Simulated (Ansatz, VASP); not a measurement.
# Al3BPN3: VASP beside Ansatz, part 3 of 3

Wanted: the spread between two codes on one cell, functional and k mesh. The cell is generated by rule, not measured, and may not be a known phase. The cell is taken from a series of runs on this material, whose earlier steps may have relaxed, scaled, displaced or heated it; both programs get it as it stands.

VASP 6.6.1 and Ansatz 0.2.0.

So far: Ansatz: relaxation of cell and atoms, PBEsol, pair 1; VASP: relaxation of cell and atoms, PBEsol, pair 1; Differences; VASP: relaxation of cell and atoms, PBEsol, pair 2; Ansatz: relaxation of cell and atoms, PBEsol, pair 2; Side by side.

**8. VASP: relaxation of cell and atoms, PBEsol, pair 3**

Level of this step: PBEsol; plane waves and PAW (Al, B, N, P); invented cell (VASP).

The relaxed volume is the usual yardstick between codes: in a stiff, nearly cubic crystal its relative difference is about their pressure difference at one cell divided by the bulk modulus.

Contents of INCAR:

```
SYSTEM = Al3BPN3
PREC = Accurate
ENCUT = 600
EDIFF = 1E-07
NELM = 120
ISMEAR = 1
SIGMA = 0.15
LREAL = .FALSE.
ALGO = Normal
GGA = PS
NBANDS = 24
LORBIT = 11
LWAVE = .FALSE.
LCHARG = .FALSE.
ISIF = 3
IBRION = 2
NSW = 80
EDIFFG = -0.005
LASPH = .TRUE.
GGA_COMPAT = .FALSE.
NELMIN = 4
KPAR = 2
```

Contents of POSCAR:

```
Al3BPN3
1.0
    2.2356690000      2.2356690000      0.0000000000
   -2.1359450000      2.1359450000      0.0000000000
    0.0000000000      0.0000000000      9.1329510000
Al B N P
3 1 3 1
Direct
    0.5000000000      0.5000000000      0.2800864693
    0.0000000000      0.0000000000      0.5159013773
    0.5000000000      0.5000000000      0.7559759162
    0.0000000000      0.0000000000      0.9634321919
    0.0000000000      0.5000000000      0.3922054328
    0.5000000000      0.0000000000      0.6325179014
    0.0000000000      0.5000000000      0.8713039192
    0.5000000000      0.0000000000      0.0885768466
```

Contents of KPOINTS:

```
Automatic mesh
0
Gamma
12 12 4
0 0 0
```

Potentials, in the order of the species: Al, B, N and P (PBE family, release 64).

On the command line:

```bash
> mpirun -np 2 vasp_std
```

Numbers of over 12 decimals in the logs are rounded to 6 here.

Log:

```text
[... set-up lines as in an earlier step ...]
 entering main loop
       N       E                     dE             d eps       ncg     rms          rms(c)
DAV:   1     0.115417293289E+03    0.11542E+03   -0.15587E+04  7056   0.133E+03
DAV:   2    -0.540771475026E+02   -0.16949E+03   -0.15946E+03  9360   0.245E+02
DAV:   3    -0.642237429733E+02   -0.10147E+02   -0.10051E+02  9384   0.640E+01
DAV:   4    -0.643438082920E+02   -0.12007E+00   -0.11994E+00  8752   0.770E+00
[...]
DAV:  13    -0.581200756854E+02    0.10044E-05   -0.55560E-06  9520   0.191E-02    0.945E-03
DAV:  14    -0.581200753203E+02    0.36508E-06   -0.32031E-06  8936   0.108E-02    0.180E-03
DAV:  15    -0.581200752948E+02    0.25459E-07   -0.28277E-07  8712   0.438E-03
   1 F= -.58120075E+02 E0= -.58119789E+02  d E =-.581201E+02
[... from here on, the cycles between the ionic steps are left out ...]
   2 F= -.58120173E+02 E0= -.58119846E+02  d E =-.980534E-04
   3 F= -.58120183E+02 E0= -.58119866E+02  d E =-.108107E-03
   4 F= -.58120238E+02 E0= -.58119898E+02  d E =-.548618E-04
   5 F= -.58120248E+02 E0= -.58119895E+02  d E =-.646708E-04
   6 F= -.58120254E+02 E0= -.58119899E+02  d E =-.588846E-05
   7 F= -.58120253E+02 E0= -.58119898E+02  d E =-.496755E-05
   8 F= -.58120253E+02 E0= -.58119899E+02  d E =-.498686E-05
[...]
reached required accuracy - stopping structural energy minimisation
```

OUTCAR, selected parts (step 8):

```text
  Total        0.0081855      0.0081855     -0.0056447      0.0041126      0.0000000      0.0000000
  in kB        0.1503238      0.1503238     -0.1036619      0.0755257      0.0000000      0.0000000
  external PRESSURE =       0.0656619 kB  Pullay stress =       0.0000000 kB

 POSITION                                       TOTAL-FORCE (eV/Angst)
 -----------------------------------------------------------------------------------
      0.04739      2.18665      2.55454        -0.000000     -0.000000      0.000174
     -0.00000      0.00000      4.70891        -0.000000      0.000000     -0.001921
      0.04739      2.18665      6.89963        -0.000000      0.000000      0.004256
     -0.00000      0.00000      8.79465        -0.000000      0.000000      0.001345
     -1.06963      1.06963      3.58053         0.000000     -0.000000     -0.000595
      1.11702      1.11702      5.77339         0.000000     -0.000000     -0.002803
     -1.06963      1.06963      7.95208        -0.000000      0.000000     -0.001078
      1.11702      1.11702      0.80929        -0.000000      0.000000      0.000622
 -----------------------------------------------------------------------------------
    total drift:                                0.000000     -0.000000     -0.000230

  FREE ENERGIE OF THE ION-ELECTRON SYSTEM (eV)
  ---------------------------------------------------
  free  energy   TOTEN  =       -58.1202530594 eV

  energy  without entropy=      -58.1191893897  energy(sigma->0) =      -58.11989850

[... 1 part as in an earlier step ...]

[... 3 further parts left out ...]
[key lines of the parts left out:]
E-fermi :   9.0730
```

**9. Ansatz: relaxation of cell and atoms, PBEsol, pair 3**

The same cell, functional, mesh and smearing now go to Ansatz, which takes its cutoff from its data sets.

The cell is taken from a series of runs on this material, whose earlier steps may have relaxed, scaled, displaced or heated it; both programs get it as it stands.

Contents of input.yaml:

```yaml
crystal:
  lattice:
    - [2.2356691193, 2.2356691193, 0.0]
    - [-2.1359452128, 2.1359452128, 0.0]
    - [0.0, 0.0, 9.132951058]
  atoms:
    - { symbol: Al, position: [0.5, 0.5, 0.2800865153] }
    - { symbol: Al, position: [0.0, 0.0, 0.5159013376] }
    - { symbol: Al, position: [0.5, 0.5, 0.7559759485] }
    - { symbol: B, position: [0.0, 0.0, -0.0365677814] }
    - { symbol: "N", position: [0.0, 0.5, 0.39220544] }
    - { symbol: "N", position: [0.5, 1.0, 0.6325178542] }
    - { symbol: "N", position: [0.0, 0.5, 0.8713038639] }
    - { symbol: P, position: [0.5, 1.0, 0.0885768221] }
kpoints:
  mp_grid: { grid: [12, 12, 4] }
hamiltonian:
  xc: pbesol
scf:
  occupations: { method: methfessel_paxton, width: 0.15 }
output:
  forces: true
  stress: true
  eigenvalues: true
relax:
  adjacent_minimum: "off"
  f_tol: 0.001
  max_steps: 60
  cell: { stress_tol: 0.01 }
```

On the command line:

```bash
> ansatz run input.yaml --threads 8 --pin off --max-ram 14336MiB --backend cpu --events-out ev --progress --plain --runs-dir out
```

Log:

```text
[...]
Crystal: 8 atoms, lattice volume = 87.225 Å³
Basis set: ecut = 420 eV, 1691 PW (Γ), exchange–correlation on 48×48×128 points (8 copies of the dense FFT grid, shifted against one another)
Bands: 24, of which v1, the nominal top of the filled ones, is band 16 counted from 1 (15 counted from 0)
Symmetry: 4 space group operations
[...]
k-points: 147 of 576 (time reversal used)
[...]
- [-2.139298, 2.139298, 0]
    - [0, 0, 9.128437]
  atoms:
    - { symbol: Al, position: [0.500000, 0.500000, 0.279881] }
    - { symbol: Al, position: [0, 0, 0.515888] }
    - { symbol: Al, position: [0.500000, 0.500000, 0.755960] }
    - { symbol: B, position: [0, 0, -0.036416] }
    - { symbol: N, position: [0, 0.5, 0.392244] }
    - { symbol: N, position: [0.500000, 1.0, 0.632516] }
    - { symbol: N, position: [0, 0.5, 0.871283] }
    - { symbol: P, position: [0.500000, 1.0, 0.088643] }
[key lines of the parts left out:]
SCF converged after 6 iterations
Free energy (F): -3608.937549 eV
Fermi energy:    10.271692 eV
P = ⅓ Tr σ = 0.0031 GPa (0.031 kbar)
```

**10. Differences**

Compared:

| quantity | Ansatz | VASP | difference |
| --- | --- | --- | --- |
| volume (Å³) | 87.28 | 87.24 | +0.04 % |
| edge a after relaxation, in the typed setting (Å) | 3.160 | 3.159 | +0.03 % |
| edge b after relaxation, in the typed setting (Å) | 3.025 | 3.025 | +0.00 % |
| edge c after relaxation, in the typed setting (Å) | 9.128 | 9.127 | +0.01 % |

**11. Outcome**

| Quantity | Value |
| --- | --- |
| difference in edge b after relaxation, in the typed setting (relaxation of cell and atoms, PBEsol, pair 1) | 0.28 % |
| difference in volume (relaxation of cell and atoms, PBEsol, pair 2) | 0.039 % |
| difference in volume (relaxation of cell and atoms, PBEsol, pair 3) | 0.042 % |

The difference in edge b after relaxation, in the typed setting is 0.28 % (relaxation of cell and atoms, PBEsol, pair 1), within the 1.2 % picked in this series as the mark of a large difference, as far as the stopping tolerances let one tell. Such differences can come from data sets, numerical settings and the points named under the comparisons, not from the functional's error against experiment.

[Lines on the potential files, build, host, timing and source positions are cut from VASP's logs without a mark.]

[Logs are printed without paths, hosts, clocks, repeated set-up lines and the standing remarks that a program may print on its own settings, such as how far it seeks lower states.]

[Hosts, paths, dates, database ids (printed as entryN), source tags and the programs' standing remarks are cut or masked in the printed files.]
